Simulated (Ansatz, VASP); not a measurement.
## Two plane-wave programs on CuBiH3

```xyz
10
Lattice="2.9111 1.6807 4.0534 -2.9111 1.6807 4.0534 0.0000 -3.3614 4.0534" Properties=species:S:1:pos:R:3 pbc="T T T"
Cu    0.0000    0.0000    9.1202
Cu    0.0000    0.0000    3.0401
Bi    0.0000    0.0000    6.0801
Bi    0.0000    0.0000    0.0000
H    -1.3008   -1.6807    5.0668
H    -0.8051    1.9669    5.0668
H     1.3008    1.6807    7.0935
H    -2.1060    0.2862    7.0935
H     0.8051   -1.9669    7.0935
H     2.1060   -0.2862    5.0668
```

Alike in both runs: functional PBE; k mesh 6 × 6 × 6; occupations gaussian, width 0.1 eV; no spin polarisation.

Ansatz relaxed the structure, and its values are those at the end. VASP's run is a single point on that final structure, the one shown.

|  | VASP | Ansatz |
| --- | --- | --- |
| version | VASP 6.6.1 | Ansatz 0.2.0 |
| potentials or method | VASP PAW PBE potentials, release 64 (Cu, Bi_d, H) | scalar-relativistic, plane waves, PAW |
| plane-wave cutoff (eV) | 520 | 420 |
| valence electrons in the cell | 58 | 74 |

```tsv
	VASP	Ansatz	Ansatz less VASP
gap on the k mesh at the Fermi level (eV)	none	none	-
pressure (GPa)	0.1	0.1	+0.02
rms of the force components (eV/Å)	0.016	0.001	-0.0152
```

A gap of «none» marks a metal or a gap that the smearing closes. With one functional, cell and mesh, what is left measures potentials, basis and numerics. The two sets of potentials don't hold the same shells in valence.

Caveats: spin-orbit coupling is left out, which moves the levels of the heavy elements.
